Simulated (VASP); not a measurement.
The input files of a VASP run:

**KPOINTS**
```
Automatic mesh
0
Gamma
6 6 6
0 0 0
```

**INCAR**
```
SYSTEM  =  LiCl
PREC  =  Accurate; ENCUT  =  400; LREAL  =  .FALSE.
LASPH  =  .TRUE.
EDIFF  =  1E-6; NELM  =  100; ALGO  =  Normal
ISMEAR  =  -1; SIGMA  =  0.05
GGA  =  PE
IBRION  =  2; NSW  =  50; ISIF  =  3
EDIFFG  =  -0.01
LWAVE  =  .FALSE.; LCHARG  =  .FALSE.
```

**POSCAR**
```
LiCl
1
    0.0000000000     2.5700000000     2.5700000000
    2.5700000000     0.0000000000     2.5700000000
    2.5700000000     2.5700000000     0.0000000000
Li Cl
1 1
Direct
  0.0000000000   0.0000000000   0.0000000000
  0.5000000000   0.5000000000   0.5000000000
```

POTCAR, in this order: Li_sv Cl (PBE.64 set). Program: vasp_std.

Problem. Write an equivalent input for Quantum ESPRESSO's pw.x.

Solution. One equivalent input (not run):
```
&CONTROL
  calculation = 'vc-relax'
  pseudo_dir = './pseudo'
  outdir = './out'
  tprnfor = .true.
  tstress = .true.
  nstep = 50
  forc_conv_thr = 0.00039
/
&SYSTEM
  ibrav = 0
  nat = 2
  ntyp = 2
  ecutwfc = 74
  occupations = 'smearing'
  smearing = 'fermi-dirac'
  degauss = 0.003675
  input_dft = 'pbe'
/
&ELECTRONS
  conv_thr = 7.3e-08
  electron_maxstep = 100
/
&IONS
/
&CELL
/
ATOMIC_SPECIES
  Li 6.940 Li.upf
  Cl 35.450 Cl.upf
CELL_PARAMETERS angstrom
     0.0000000    2.5700000    2.5700000
     2.5700000    0.0000000    2.5700000
     2.5700000    2.5700000    0.0000000
ATOMIC_POSITIONS crystal
  Li   0.0000000  0.0000000  0.0000000
  Cl   0.5000000  0.5000000  0.5000000
K_POINTS automatic
  6 6 6 0 0 0
```
What does not carry over: the potentials are each code's own (VASP's PAW set, PseudoDojo norm-conserving files in pw.x), so ENCUT and ecutwfc are chosen apart and not converted; conv_thr bounds pw.x's estimated SCF error, while EDIFF bounds the energy change between steps; forc_conv_thr acts on force components and is met together with etot_conv_thr.

The structure is a typed LiCl crystal (Fm-3m). This run relaxes it. Symmetry was kept, so distortions that lower it aren't found. The run is one of a series of settings (EDIFFG = -0.01, IBRION = 2, ISIF = 3, NSW = 50 against the base run), some of them coarse on purpose.
